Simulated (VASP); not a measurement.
Method: PBE GGA, VASP's PBE PAW potentials (set 64) (plane waves; VASP 6.6.1).

VASP ran on this input.

File POSCAR:
```
CdS
1
    0.0000000000     2.9683661229     2.9683661229
    2.9683661229     0.0000000000     2.9683661229
    2.9683661229     2.9683661229     0.0000000000
Cd S
1 1
Direct
  0.0000000000   0.0000000000   0.0000000000
  0.2500000000   0.2500000000   0.2500000000
```

### INCAR
```
SYSTEM  =  CdS
PREC  =  Accurate; ENCUT  =  520; LREAL  =  .FALSE.
LASPH  =  .TRUE.; ICHARG  =  11
EDIFF  =  1E-7; NELM  =  100; ALGO  =  Normal
LMAXMIX  =  4
ISMEAR  =  0; SIGMA  =  0.05
GGA  =  PE
LWAVE  =  .FALSE.; LCHARG  =  .FALSE.; LORBIT  =  11
```

File KPOINTS:
```
k-points along high-symmetry lines
15
Line-mode
Reciprocal
  0.000000   0.000000   0.000000 ! GAMMA
 -0.500000  -0.500000   0.000000 ! X

 -0.500000  -0.500000   0.000000 ! X
 -0.375000  -0.375000   0.250000 ! U

 -0.375000  -0.000000   0.375000 ! K
  0.000000   0.000000   0.000000 ! GAMMA

  0.000000   0.000000   0.000000 ! GAMMA
  0.000000   0.000000   0.500000 ! L

  0.000000   0.000000   0.500000 ! L
 -0.500000  -0.250000   0.250000 ! W

 -0.500000  -0.250000   0.250000 ! W
 -0.500000  -0.500000   0.000000 ! X
```

POTCAR, in this order: Cd S (PBE.64 set). Program: vasp_std. Read from the step before: CHGCAR.

The resulting files:

### OSZICAR
```
       N       E                     dE             d eps       ncg     rms          rms(c)
DAV:   1     0.108760439919E+03    0.10876E+03   -0.92772E+03  2388   0.126E+03
DAV:   2    -0.816027947222E+00   -0.10958E+03   -0.10491E+03  2790   0.296E+02
DAV:   3    -0.538595553118E+01   -0.45699E+01   -0.45277E+01  2715   0.624E+01
DAV:   4    -0.541885210151E+01   -0.32897E-01   -0.32890E-01  2710   0.519E+00
DAV:   5    -0.541933108660E+01   -0.47899E-03   -0.47898E-03  2790   0.600E-01
DAV:   6    -0.541934144921E+01   -0.10363E-04   -0.10363E-04  2725   0.824E-02
DAV:   7    -0.541934172559E+01   -0.27638E-06   -0.27636E-06  2810   0.123E-02
DAV:   8    -0.541934173339E+01   -0.78071E-08   -0.77725E-08  2222   0.200E-03
   1 F= -.54193417E+01 E0= -.54193417E+01  d E =-.626020E-16
```

File OUTCAR:
```
 val. band max:        0.8761822402   @ k =   0.0000   0.0000   0.0000

 cond. band min:       1.9083386211   @ k =   0.0000   0.0000   0.0000



 k-point     1 :       0.0000    0.0000    0.0000
  band No.  band energies     occupation
      1     -11.1836      2.00000
      2      -6.6763      2.00000
      3      -6.6763      2.00000
      4      -6.6763      2.00000
      5      -6.2653      2.00000
      6      -6.2653      2.00000
      7       0.8762      2.00000
      8       0.8762      2.00000
      9       0.8762      2.00000
     10       1.9083      0.00000
     11       7.4269      0.00000
     12       7.4269      0.00000
     13       7.4269      0.00000

 k-point     2 :      -0.0357   -0.0357    0.0000
  band No.  band energies     occupation
      1     -11.1773      2.00000
      2      -6.6731      2.00000
      3      -6.6731      2.00000
      4      -6.6728      2.00000
      5      -6.2666      2.00000
      6      -6.2644      2.00000
      7       0.7244      2.00000
      8       0.8501      2.00000
      9       0.8501      2.00000
     10       2.0709      0.00000
     11       7.3584      0.00000
     12       7.4631      0.00000
     13       7.4631      0.00000

 k-point     3 :      -0.0714   -0.0714    0.0000
  band No.  band energies     occupation
      1     -11.1587      2.00000
      2      -6.6635      2.00000
      3      -6.6635      2.00000
      4      -6.6624      2.00000
      5      -6.2702      2.00000
      6      -6.2617      2.00000
      7       0.4083      2.00000
      8       0.7742      2.00000
      9       0.7742      2.00000
     10       2.4178      0.00000
     11       7.1714      0.00000
     12       7.5697      0.00000
     13       7.5697      0.00000

 k-point     4 :      -0.1071   -0.1071    0.0000
  band No.  band energies     occupation
      1     -11.1289      2.00000
      2      -6.6478      2.00000
      3      -6.6478      2.00000
      4      -6.6445      2.00000
...
```

The density is held fixed in this step, so its total energy and stress have no physical meaning.

The compound is CdS in the zinc blende structure, a metastable form; wurtzite is the usual one. It was relaxed first, which changed the volume by +6 %.
